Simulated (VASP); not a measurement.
# Ag2PdO2 in VASP: notebook, part 2 of 2

VASP 6.6.1. The steps go on from the part before.

**3. Single point, PBE**

INCAR reads:

```
SYSTEM = Ag2PdO2
PREC = Accurate ; ENCUT = 520
EDIFF = 1E-6 ; ISMEAR = -1
SIGMA = 0.05 ; LREAL = .FALSE.
LASPH = .TRUE. ; NELM = 100
ALGO = Normal ; ISIF = 2
LWAVE = .FALSE. ; LCHARG = .TRUE.
GGA = PE ; LELF = .TRUE.
LVHAR = .TRUE. ; NBANDS = 30
```

KPOINTS reads:

```
Automatic mesh
0
G
  3 4 3
  0 0 0
```

POSCAR reads:

```
Ag2PdO2
1.0
    4.7266130000     -0.1395880000      0.5395860000
   -0.9420710000      3.4759650000     -0.0142370000
    0.2421810000      0.1268730000      4.5439100000
Pd O Ag
1 2 2
Direct
    0.4976783038      0.0611224214      0.0813768219
    0.6600737013      0.3697368963      0.6983350058
    0.5671160953      0.9483330701      0.6091921963
    0.1972952902      0.3517802628      0.5413616289
    0.9022949404      0.7191636052      0.2091542338
```

Potentials or basis: VASP PAW PBE potentials, release 64 (Pd, O, Ag).

Run with:

```bash
$ cat potpaw_PBE.64/Pd/POTCAR potpaw_PBE.64/O/POTCAR potpaw_PBE.64/Ag/POTCAR > POTCAR
$ mpirun -np 1 vasp_std > vasp.out
```

OUTCAR:

```text
SYSTEM = Ag2PdO2
   PREC = Accurate
   ENCUT = 520
   EDIFF = 1E-6
   ISMEAR = -1
   LREAL = .FALSE.
   LASPH = .TRUE.
   NELM = 100
   ISIF = 2
   GGA = PE

 ion  position               nearest neighbor table
   1  0.498  0.061  0.081-   2 1.97   3 2.18   3 2.52   5 2.70   5 2.70   5 2.72   4 2.73   4 3.12
                             4 3.34
   2  0.660  0.370  0.698-   3 1.53   1 1.97   4 2.41   5 2.48   4 2.56
   3  0.567  0.948  0.609-   2 1.53   1 2.18   4 2.41   1 2.52   5 2.52   4 2.64
   4  0.197  0.352  0.541-   2 2.41   3 2.41   2 2.56   3 2.64   1 2.73   5 2.78   5 2.89   1 3.12
                             5 3.32   1 3.34   5 3.56
   5  0.902  0.719  0.209-   2 2.48   3 2.52   1 2.70   1 2.70   1 2.72   4 2.78   4 2.89   4 3.32
                             4 3.56

  LATTYP: Found a triclinic cell.
 ALAT       =     5.0724906316
 B/A-ratio  =     0.7099851895
 C/A-ratio  =     0.8974147057
 COS(alpha) =     0.0090376203
 COS(beta)  =     0.1614065835
 COS(gamma) =     0.4392559862

  Lattice vectors:

 A1 = (   3.7845420000,   3.3363770000,   0.5253490000)
 A2 = (  -0.9420710000,   3.4759650000,  -0.0142370000)
 A3 = (   0.2421810000,   0.1268730000,   4.5439100000)

Analysis of symmetry for initial positions (statically):
=====================================================================
 Subroutine PRICEL returns:
 Original cell was already a primitive cell.

 Routine SETGRP: Setting up the symmetry group for a
 triclinic supercell.

 Subroutine GETGRP returns: Found  1 space group operations
 (whereof  1 operations were pure point group operations)
 out of a pool of  2 trial point group operations.

The static configuration has the point symmetry C_1 .

Analysis of symmetry for dynamics (positions and initial velocities):
=====================================================================
 Subroutine PRICEL returns:
 Original cell was already a primitive cell.

 Routine SETGRP: Setting up the symmetry group for a
 triclinic supercell.

 Subroutine GETGRP returns: Found  1 space group operations
 (whereof  1 operations were pure point group operations)
 out of a pool of  2 trial point group operations.

The dynamic configuration has the point symmetry C_1 .

 Subroutine INISYM returns: Found  1 space group operations
 (whereof  1 operations are pure point group operations),
 and found     1 'primitive' translations

----------------------------------------------------------------------------------------

                                     Primitive cell

  volume of cell :      73.5471

  direct lattice vectors                    reciprocal lattice vectors
     4.726613000 -0.139588000  0.539586000     0.214777660  0.058156429 -0.013071022
    -0.942071000  3.475965000 -0.014237000     0.009554884  0.290244220 -0.008613323
     0.242181000  0.126873000  4.543910000    -0.025474753 -0.005996639  0.221599968

  length of vectors
     4.759360074  3.601393222  4.552127687     0.222895637  0.290529160  0.223140021

  position of ions in fractional coordinates (direct lattice)
     0.497678304  0.061122421  0.081376822
     0.660073701  0.369736896  0.698335006
     0.567116095  0.948333070  0.609192196
     0.197295290  0.351780263  0.541361629
     0.902294940  0.719163605  0.209154234

  ion indices of the primitive-cell ions
   primitive index   ion index
[... 33 lines left out ...]
            Coordinates               Weight
  0.000000  0.000000  0.000000      1.000000
  0.333333 -0.000000  0.000000      2.000000
  0.000000  0.250000  0.000000      2.000000
  0.333333  0.250000  0.000000      2.000000
 -0.333333  0.250000 -0.000000      2.000000
  0.000000  0.500000  0.000000      1.000000
[... 11 lines left out ...]
  0.333333 -0.250000  0.333333      2.000000
 -0.333333 -0.250000  0.333333      2.000000
   k-points           NKPTS =     19   k-points in BZ     NKDIM =     19   number of bands    NBANDS=     30
   number of dos      NEDOS =    301   number of ions     NIONS =      5
   total plane-waves  NPLWV =  36288
   dimension x,y,z NGX =    36 NGY =   28 NGZ =   36
   dimension x,y,z NGXF=    72 NGYF=   56 NGZF=   72
   ions per type =               1   2   2
   NGX,Y,Z   is equivalent  to a cutoff of  12.57, 12.93, 13.15 a.u.
   NGXF,Y,Z  is equivalent  to a cutoff of  25.15, 25.85, 26.29 a.u.
 SYSTEM =  Ag2PdO2
   PREC   = accura    normal or accurate (medium, high low for compatibility)
   ISTART =      0    job   : 0-new  1-cont  2-samecut
   ICHARG =      2    charge: 1-file 2-atom 10-const
   ISPIN  =      1    spin polarized calculation?
   LNONCOLLINEAR =      F non collinear calculations
   LSORBIT =      F    spin-orbit coupling
   LASPH  =      T    aspherical Exc in radial PAW
   ENCUT  =  520.0 eV  38.22 Ry    6.18 a.u.   8.85  6.70  8.46*2*pi/ulx,y,z
   NELM   =    100;   NELMIN=  2; NELMDL= -5     # of ELM steps
   EDIFF  = 0.1E-05   stopping-criterion for ELM
   LREAL  =      F    real-space projection
   EDIFFG = 0.1E-04   stopping-criterion for IOM
   NSW    =      0    number of steps for IOM
   IBRION =     -1    ionic relax: 0-MD 1-quasi-New 2-CG
   NFREE  =      0    steps in history (QN), initial steepest desc. (CG)
   ISIF   =      2    stress and relaxation
   ISYM   =      2    0-nonsym 1-usesym 2-fastsym
   POTIM  = 0.5000    time-step for ionic-motion
   TEBEG  =    0.0;   TEEND  =   0.0 temperature during run
   PSTRESS=    0.0 pullay stress
   NELECT =      44.0000    total number of electrons
   NUPDOWN=      -1.0000    fix difference up-down
   EMIN   =  10.00;   EMAX   =-10.00  energy-range for DOS
   EFERMI =   0.00;   METHOD = LEGACY
   ISMEAR =    -1;   SIGMA  =   0.05  broadening in eV -4-tet -1-fermi 0-gaus
   EFERMI_NEDOS =   21; number of points for ismear=-14 and -15
   IALGO  =     38    algorithm
   IMIX   =      4    mixing-type and parameters
     AMIX     =   0.40;   BMIX     =  1.00
     AMIX_MAG =   1.60;   BMIX_MAG =  1.00
  volume/ion in A,a.u.               =      14.71        99.26
  Fermi-wavevector in a.u.,A,eV,Ry     =   1.379443  2.606770 25.890031  1.902864
  Thomas-Fermi vector in A             =   2.504412
   LORBIT       =      0    0 simple, 1 ext, 2 COOP (PROOUT), +10 PAW based schemes
   GGA     = PE    functional components
   LHFCALC =     F    Hartree Fock is set to
   AEXX    =    0.0000 exact exchange contribution
   IVDW    =     0    specifies the selected vdW correction
   LEPSILON=     F    determine dielectric tensor
   LRPA    =     F    only Hartree local field effects (RPA)
 non-spin polarized calculation
  energy-cutoff  :      520.00
  volume of cell :       73.55
 maximum number of plane-waves:      1993
   NGX = 17   NGY = 13   NGZ = 17

 number of electron      44.0000002 magnetization

 Free energy of the ion-electron system (eV)
  ---------------------------------------------------
  ext. energy  EPLUGINS =         0.00000000
  ---------------------------------------------------
  free energy    TOTEN  =       -18.10088223 eV

  energy without entropy =      -18.08170504  energy(sigma->0) =      -18.09129364

 E-fermi :   5.9831     XC(G=0): -11.3703

 val. band max:        5.9765704525   @ k =  -0.3333   0.2500   0.3333
 cond. band min:       6.0521350850   @ k =   0.0000   0.2500   0.3333
 fundamental gap:      0.0755646325
 Fermi energy:         5.9831104213

 k-point     1 :       0.0000    0.0000    0.0000
  band No.  band energies     occupation
      1     -16.2498      2.00000
      2      -9.7758      2.00000
      3      -1.9787      2.00000
      4      -0.7786      2.00000
      5       0.0243      2.00000
      6       0.9204      2.00000
[... 616 lines left out ...]
     29      15.1398      0.00000
     30      17.5828      0.00000

------------------------ aborting loop because EDIFF is reached ----------------------------------------

  FORCE on cell =-STRESS in cart. coord.  units (eV):
  Direction    XX          YY          ZZ          XY          YZ          ZX
  --------------------------------------------------------------------------------------
  -------------------------------------------------------------------------------------
  Total        3.5844370      3.2494028      3.6802516     -0.3075932     -0.1838205     -0.0295825
  in kB       78.0846856     70.7861779     80.1719449     -6.7007227     -4.0044120     -0.6444356
  external PRESSURE =      76.3476028 kB  Pullay stress =       0.0000000 kB

 VOLUME and BASIS-vectors are now :
 -----------------------------------------------------------------------------
  energy-cutoff  :      520.00
  volume of cell :       73.55
      direct lattice vectors                 reciprocal lattice vectors
     4.726613000 -0.139588000  0.539586000     0.214777660  0.058156429 -0.013071022
    -0.942071000  3.475965000 -0.014237000     0.009554884  0.290244220 -0.008613323
     0.242181000  0.126873000  4.543910000    -0.025474753 -0.005996639  0.221599968

 POSITION                                       TOTAL-FORCE (eV/Angst)
 -----------------------------------------------------------------------------------
      2.31446      0.15331      0.63744        -0.203847     -0.421235      1.286988
      2.94072      1.28165      3.52407         0.443879     -0.406077     -0.491175
      1.93468      3.29450      3.06062        -0.083418      0.578948     -0.492751
      0.73224      1.26392      2.56135        -0.489436      0.168820     -0.119732
      3.63795      2.40037      1.42700         0.332822      0.079544     -0.183329
 -----------------------------------------------------------------------------------
    total drift:                                0.000232      0.000232      0.000249

  FREE ENERGIE OF THE ION-ELECTRON SYSTEM (eV)
  ---------------------------------------------------
  free  energy   TOTEN  =       -18.1008822307 eV

  energy  without entropy=      -18.0817050441  energy(sigma->0) =      -18.09129364
```

OSZICAR:

```text
N       E                     dE             d eps       ncg     rms          rms(c)
DAV:   1     0.318274320468E+03    0.31827E+03   -0.23284E+04  1140   0.144E+03
DAV:   2    -0.309333649318E+01   -0.32137E+03   -0.30400E+03  1270   0.341E+02
DAV:   3    -0.199295687982E+02   -0.16836E+02   -0.16549E+02  1278   0.802E+01
DAV:   4    -0.200709255193E+02   -0.14136E+00   -0.14125E+00  1242   0.774E+00
DAV:   5    -0.200721382271E+02   -0.12127E-02   -0.12127E-02  1348   0.727E-01    0.143E+01
DAV:   6    -0.185825138961E+02    0.14896E+01   -0.90724E+00  1512   0.283E+01    0.102E+01
DAV:   7    -0.181731249362E+02    0.40939E+00   -0.27555E+00  1248   0.143E+01    0.634E+00
DAV:   8    -0.181404011064E+02    0.32724E-01   -0.80354E-01  1182   0.834E+00    0.316E+00
DAV:   9    -0.181016959482E+02    0.38705E-01   -0.15963E-01  1236   0.465E+00    0.355E-01
DAV:  10    -0.181010379868E+02    0.65796E-03   -0.12696E-02  1248   0.771E-01    0.180E-01
DAV:  11    -0.181008930616E+02    0.14493E-03   -0.12227E-03  1218   0.273E-01    0.973E-02
DAV:  12    -0.181008809700E+02    0.12092E-04   -0.33531E-04  1344   0.128E-01    0.456E-02
DAV:  13    -0.181008802335E+02    0.73650E-06   -0.70394E-05  1248   0.671E-02    0.175E-02
DAV:  14    -0.181008822525E+02   -0.20190E-05   -0.14124E-05  1278   0.258E-02    0.658E-03
DAV:  15    -0.181008822307E+02    0.21769E-07   -0.11501E-06   642   0.814E-03
   1 F= -.18100882E+02 E0= -.18091294E+02  d E =-.191772E-01
```

stdout:

```text
POSCAR found type information on POSCAR PdO Ag
 POSCAR found :  3 types and       5 ions
 scaLAPACK will be used
 LDA part: xc-table for (Slater+PW92), standard interpolation
 POSCAR, INCAR and KPOINTS ok, starting setup
 FFT: planning ... GRIDC
 FFT: planning ... GRID_SOFT
 FFT: planning ... GRID
 WAVECAR not read
 entering main loop
```

Wall time 20 s (1 thread of Intel Xeon 6975P-C (Granite Rapids), shared host); peak memory 0.2 GiB.

Results:

| Item | Value |
| --- | --- |
| Free energy | -18.1009 eV |
| Pressure | 7.6 GPa |
| Largest force | 1.369 eV/Å |
| Band gap on the k mesh | 0.08 eV, indirect (least direct gap 0.40 eV) |

Forces on the atoms (eV/Å):
```
Pd  -0.204 -0.421  1.287
O    0.444 -0.406 -0.491
O   -0.083  0.579 -0.493
Ag  -0.489  0.169 -0.120
Ag   0.333  0.080 -0.183
```

Caveat: the k mesh is coarse (spacing up to 0.47 Å⁻¹), so the values aren't converged. Expect the measured gap to be larger: semilocal functionals such as PBE lack the derivative discontinuity.

**4. Molecular dynamics, PBE**

INCAR reads:

```
SYSTEM = Ag2PdO2
PREC = Accurate
ENCUT = 520
EDIFF = 1E-5
ISMEAR = -1
SIGMA = 0.05
LREAL = .False.
LASPH = .True.
NELM = 60
ALGO = Fast
ISIF = 2
LWAVE = .False.
LCHARG = .False.
GGA = PE
NBANDS = 30
IBRION = 0
NSW = 20
POTIM = 1.0
TEBEG = 100.0
TEEND = 100.0
ISYM = 0
NELMIN = 4
RANDOM_SEED = 343298 0 0
MDALGO = 1
ANDERSEN_PROB = 0.0
```

KPOINTS reads:

```
regular mesh
0
Gamma
  3 4 3
  0 0 0
```

POSCAR reads:

```
Ag2PdO2
1.0
    4.7266130000     -0.1395880000      0.5395860000
   -0.9420710000      3.4759650000     -0.0142370000
    0.2421810000      0.1268730000      4.5439100000
Pd O Ag
1 2 2
Direct
    0.4962010000      0.0508430000      0.0802380000
    0.6568530000      0.4282680000      0.6667400000
    0.5770630000      0.9093360000      0.5968380000
    0.2004650000      0.3576480000      0.5411550000
    0.8995850000      0.7205400000      0.2170030000
```

Run with:

```bash
$ cat potpaw_PBE.64/Pd/POTCAR potpaw_PBE.64/O/POTCAR potpaw_PBE.64/Ag/POTCAR > POTCAR
$ mpirun -np 1 vasp_std > vasp.out
```

It took 1.9 min on 1 thread of Intel Xeon 6975P-C (Granite Rapids), shared host; peak memory 0.26 GiB.

Step by step:
| step | potential energy change (eV) | largest force (eV/Å) | pressure (GPa) | volume (Å³) | temperature (K) |
| --- | --- | --- | --- | --- | --- |
| 1 | 0.0000 | 1.5948 | 5.65 | 73.55 | 103 |
| 2 | -0.0052 | 1.5949 | 5.66 | 73.55 | 113 |
| 3 | -0.0130 | 1.5915 | 5.65 | 73.55 | 128 |
| 4 | -0.0232 | 1.5897 | 5.63 | 73.55 | 148 |
| 5 | -0.0360 | 1.5883 | 5.58 | 73.55 | 173 |
| 6 | -0.0514 | 1.5876 | 5.53 | 73.55 | 203 |
| 7 | -0.0694 | 1.5865 | 5.47 | 73.55 | 238 |
| 8 | -0.0901 | 1.5855 | 5.42 | 73.55 | 278 |
| 9 | -0.1135 | 1.5857 | 5.36 | 73.55 | 323 |
| 10 | -0.1397 | 1.5880 | 5.31 | 73.55 | 374 |
| 11 | -0.1687 | 1.5923 | 5.25 | 73.55 | 430 |
| 12 | -0.2006 | 1.5973 | 5.22 | 73.55 | 491 |
| 13 | -0.2354 | 1.5975 | 5.19 | 73.55 | 558 |
| 14 | -0.2728 | 1.5841 | 5.20 | 73.55 | 631 |
| 15 | -0.3122 | 1.5703 | 5.23 | 73.55 | 707 |
| 16 | -0.3530 | 1.5499 | 5.30 | 73.55 | 786 |
| 17 | -0.3943 | 1.5106 | 5.43 | 73.55 | 865 |
| 18 | -0.4351 | 1.4522 | 5.60 | 73.55 | 944 |
| 19 | -0.4746 | 1.3722 | 5.84 | 73.55 | 1020 |
| 20 | -0.5113 | 1.2675 | 6.14 | 73.55 | 1092 |

Caveat: the k mesh is coarse (spacing up to 0.47 Å⁻¹), so the values aren't converged.
